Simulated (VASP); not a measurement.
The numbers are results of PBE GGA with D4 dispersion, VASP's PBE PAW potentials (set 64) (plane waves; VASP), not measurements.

VASP input:

POSCAR:
```
La2O3
1
    1.9581430955    -3.3916032406    -0.0000000000
    1.9581430955     3.3916032406     0.0000000000
    0.0000000000     0.0000000000     6.0991825170
La O
2 3
Direct
  0.3333330000   0.6666670000   0.2459260241
  0.6666670000   0.3333330000   0.7540739759
  1.0000000000   1.0000000000   1.0000000000
  0.3333330000   0.6666670000   0.6462274191
  0.6666670000   0.3333330000   0.3537725809
```

**INCAR**
```
ISIF = 2   ! forces and stress, cell fixed
ISMEAR = -5
SYSTEM = La2O3
LASPH = .TRUE.
LEFG = .TRUE.
LMAXMIX = 6
EDIFF = 1E-7   ! SCF stop (eV)
NELM = 100
LORBIT = 11   ! lm-projected
NEDOS = 601
IVDW = 13   ! D4
PREC = Accurate
ENCUT = 520   ! plane-wave cut-off (eV)
ALGO = Normal   ! blocked Davidson
GGA = PE   ! PBE
LREAL = .FALSE.   ! projection in real space or not
LWAVE = .FALSE.
LCHARG = .TRUE.
```

**KPOINTS**
```
Automatic mesh
0
Gamma
7 7 4
0 0 0
```

POTCAR, in this order: La O (PBE.64 set). Program: vasp_std.

**Question.** Predict the energy per atom (σ→0), dispersion energy.

**Answer.** 
| Item | Result |
|---|---|
| energy per atom (σ→0) | -832.0 kJ/mol of atoms |
| dispersion energy | -1.312 eV |

OSZICAR:
```
...
DAV:  11    -0.418056979183E+02   -0.64174E-03   -0.12000E-02  2304   0.873E-01    0.126E-01
DAV:  12    -0.418059488569E+02   -0.25094E-03   -0.23467E-03  2184   0.366E-01    0.470E-02
DAV:  13    -0.418059944088E+02   -0.45552E-04   -0.85922E-04  2376   0.213E-01    0.218E-02
DAV:  14    -0.418059990947E+02   -0.46859E-05   -0.94863E-05  2304   0.884E-02    0.343E-03
DAV:  15    -0.418059995835E+02   -0.48880E-06   -0.77790E-06  2312   0.270E-02    0.233E-03
DAV:  16    -0.418059994620E+02    0.12150E-06   -0.12113E-06  2184   0.963E-03    0.140E-03
DAV:  17    -0.418059994829E+02   -0.20925E-07   -0.11914E-07  1352   0.460E-03
   1 F= -.43117526E+02 E0= -.43117526E+02  d E =0.000000E+00
```

The compound is La2O3 in the a-type structure. It was relaxed first.
